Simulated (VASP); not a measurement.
The system is ZrAl3B3N.

```xyz
8
Lattice="3.6072 0.0000 0.0000 0.0000 3.6072 0.0000 0.0000 0.0000 7.6881" Properties=species:S:1:pos:R:3 pbc="T T T"
Zr    1.8036    1.8036    3.8441
Al    0.0000    1.8036    0.0000
Al    1.8036    0.0000    0.0000
Al    1.8036    1.8036    0.0000
B     1.8036    1.8036    5.6942
B     1.8036    1.8036    1.9939
B     0.0000    0.0000    3.8441
N     0.0000    0.0000    0.0000
```

The cell was built by a generator and needn't be a form met in nature.

```yaml
Program: VASP 6.6.1
Task: relaxation of cell and atoms
Functional: PBE
Potentials_or_basis: VASP PAW PBE potentials, release 64 (Zr_sv, Al, B, N)
Cutoff: 520 eV
k_mesh: 4 × 4 × 2
Occupations: gaussian, width 0.15 eV
Spin: no spin polarisation
```

At the start: pressure 74.5 GPa; volume 12.50 Å³/atom.

**Question.** Where does the relaxation end?

**Answer.** Over 11 steps the energy falls by 1540.3 meV/atom and the volume is 20.67 Å³/atom (+65.3 %); space group P4/mmm (No. 123, to 0.05 Å).

The path:
```csv
step,energy change (eV),largest force (eV/Å),pressure (GPa),volume (Å³)
1,0.0000,6.4197,74.55,100.04
2,12.9704,3.9284,-1.36,207.30
3,-5.8239,2.3984,-3.85,195.59
4,-11.6428,1.6092,-4.09,179.72
5,-11.0959,1.5123,14.66,136.33
6,-12.1399,0.5760,0.37,162.86
7,-12.1624,0.2706,1.76,158.69
8,-12.3071,0.3407,0.22,163.99
9,-12.3096,0.4291,-0.04,164.94
10,-12.3211,0.1442,-0.09,165.24
11,-12.3225,0.0061,-0.07,165.39
```

Final structure:
```
CELL_PARAMETERS angstrom
4.37727 0.00000 0.00000
0.00000 4.37727 0.00000
0.00000 0.00000 8.63162
ATOMIC_POSITIONS crystal
Zr 0.50000 0.50000 0.50000
Al 0.00000 0.50000 0.00000
Al 0.50000 0.00000 0.00000
Al 0.50000 0.50000 0.00000
B 0.50000 0.50000 0.76842
B 0.50000 0.50000 0.23158
B 0.00000 0.00000 0.50000
N 0.00000 0.00000 0.00000
```

Caveat: the k mesh is coarse (spacing up to 0.44 Å⁻¹), so the values aren't converged; the volume moved by over 15 % at a fixed basis, so the end points are rough.
